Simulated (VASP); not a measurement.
Write the native input for VASP 6.6.1 that does the following.

```
Task                   : single point
Functional             : LDA
Potentials or basis    : VASP PAW LDA potentials, release 64 (Hg, Zr_sv, S)
Cutoff                 : 520 eV
k mesh                 : 4 × 4 × 4
Occupations            : gaussian, width 0.05 eV
Spin                   : no spin polarisation
Dipole correction      : no
Further INCAR settings : ALGO = Normal; EDIFF = 1e-06; NBANDS = 29
```

The structure of ZrHgS3 lies in POSCAR:

```
ZrHgS3
1.0
    5.1200000000      0.0000000000      0.0000000000
    0.0000000000      5.1200000000      0.0000000000
    0.0000000000      0.0000000000      5.1200000000
Hg Zr S
1 1 3
Direct
    0.0000000000      0.0000000000      0.0000000000
    0.5000000000      0.5000000000      0.5000000000
    0.5000000000      0.5000000000      0.0000000000
    0.5000000000      0.0000000000      0.5000000000
    0.0000000000      0.5000000000      0.5000000000
```

The cell comes from a database or a generator and needn't be the stable form of this composition.

The input as run:

INCAR

```
PREC = Accurate
ENCUT = 520
EDIFF = 1E-6
ISMEAR = 0
SIGMA = 0.05
LREAL = F
LASPH = T
NELM = 100
ALGO = Normal
ISIF = 2
LWAVE = F
LCHARG = F
GGA = CA
NBANDS = 29
```

KPOINTS

```
regular mesh
0
Gamma
  4 4 4
```

Potentials or basis: VASP PAW LDA potentials, release 64 (Hg, Zr_sv, S).

Command:

```bash
$ cat potpaw_LDA.64/Hg/POTCAR potpaw_LDA.64/Zr_sv/POTCAR potpaw_LDA.64/S/POTCAR > POTCAR
$ mpirun -np 1 vasp_std > vasp.out
```

It gave:

```json
{
 "Pressure": "-7.4 GPa",
 "Band gap on the k mesh": "none (metal or under the smearing width)"
}
```

It took 22 s on 1 thread of Intel(R) Xeon(R) Platinum 8559C (Emerald Rapids), with other jobs on the host, peak memory 0.21 GiB.
